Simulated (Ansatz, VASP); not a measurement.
Y2SbN: VASP beside Ansatz

```xyz
4
Lattice="3.9587 0.0000 0.0000 0.0000 3.9587 0.0000 0.0000 0.0000 5.6612" Properties=species:S:1:pos:R:3 pbc="T T T"
Y     0.0000    0.0000    0.0000
Y     1.9794    1.9794    2.8306
Sb    0.0000    0.0000    2.8306
N     1.9794    1.9794    0.0000
```

Alike in both runs: functional PBEsol; k mesh 6 × 6 × 4; occupations gaussian, width 0.1 eV; no spin polarisation.

Ansatz relaxed the structure, and its values are those at the end. VASP's run is a single point on that final structure, the one shown.

|  | VASP | Ansatz |
| --- | --- | --- |
| version | VASP 6.6.1 | Ansatz 0.2.0 |
| potentials or method | VASP PAW PBE potentials, release 64 (Y_sv, Sb, N) | scalar-relativistic, plane waves, PAW |
| plane-wave cutoff (eV) | 520 | 420 |
| valence electrons in the cell | 32 | 42 |

|  | VASP | Ansatz | Ansatz less VASP |
| --- | --- | --- | --- |
| gap on the k mesh at the Fermi level (eV) | none | none | - |
| pressure (GPa) | 0.3 | 0.3 | +0.01 |

A gap of «none» marks a metal or a gap that the smearing closes. The functional is the same, so the differences come from potentials, cutoffs and numerics. The two sets of potentials don't hold the same shells in valence.

Caveats: the PAW data sets were made with another functional, which shifts forces and pressure a little (VASP). The runs have no spin-orbit coupling, so splittings on Sb are missing.
